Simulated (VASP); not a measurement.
All values below come from RPBE GGA, VASP's PBE PAW potentials (set 64) (plane waves; VASP 6.6.1).

A VASP calculation is set up with these files.

File POSCAR:
```
NaF
1
    0.0000000000     2.3799632358     2.3799632358
    2.3799632358     0.0000000000     2.3799632358
    2.3799632358     2.3799632358     0.0000000000
Na F
1 1
Direct
  0.0000000000   0.0000000000   0.0000000000
  0.5000000000   0.5000000000   0.5000000000
```

### KPOINTS
```
Automatic mesh
0
Gamma
9 9 9
0 0 0
```

### INCAR
```
SYSTEM = NaF
PREC = Accurate
ENCUT = 520
EDIFF = 1E-7
NELM = 100
ALGO = Normal
LREAL = .FALSE.
LASPH = .TRUE.
ISMEAR = 0
SIGMA = 0.05
GGA = RP
LWAVE = .FALSE.
LCHARG = .FALSE.
ISIF = 2
```

POTCAR, in this order: Na_pv F (PBE.64 set). Program: vasp_std.

Problem. Estimate the energy per atom (σ→0), pressure, band gap (on the k-mesh).

Solution. 
```
Item                              Result
------------------------  --------------
energy per atom (σ→0)     -4.094 eV/atom
band gap (on the k-mesh)         6.20 eV
pressure                        1.39 GPa
```

OSZICAR:
```
...
DAV:   7    -0.817006261139E+01   -0.25389E-03   -0.30764E-02   776   0.278E+00    0.111E+00
DAV:   8    -0.818542121326E+01   -0.15359E-01   -0.49192E-02   773   0.504E+00    0.134E-01
DAV:   9    -0.818759722222E+01   -0.21760E-02   -0.80822E-03   815   0.101E+00    0.996E-02
DAV:  10    -0.818750946337E+01    0.87759E-04   -0.95600E-04   836   0.457E-01    0.102E-02
DAV:  11    -0.818750655150E+01    0.29119E-05   -0.23684E-05   821   0.638E-02    0.460E-03
DAV:  12    -0.818750934410E+01   -0.27926E-05   -0.95339E-06   797   0.335E-02    0.763E-04
DAV:  13    -0.818750942626E+01   -0.82164E-07   -0.43932E-07   845   0.122E-02
   1 F= -.81875094E+01 E0= -.81875094E+01  d E =-.186254E-21
```

The compound is NaF in the rock salt structure. This cell is one point of a volume scan, at 0.97 of the reference volume.
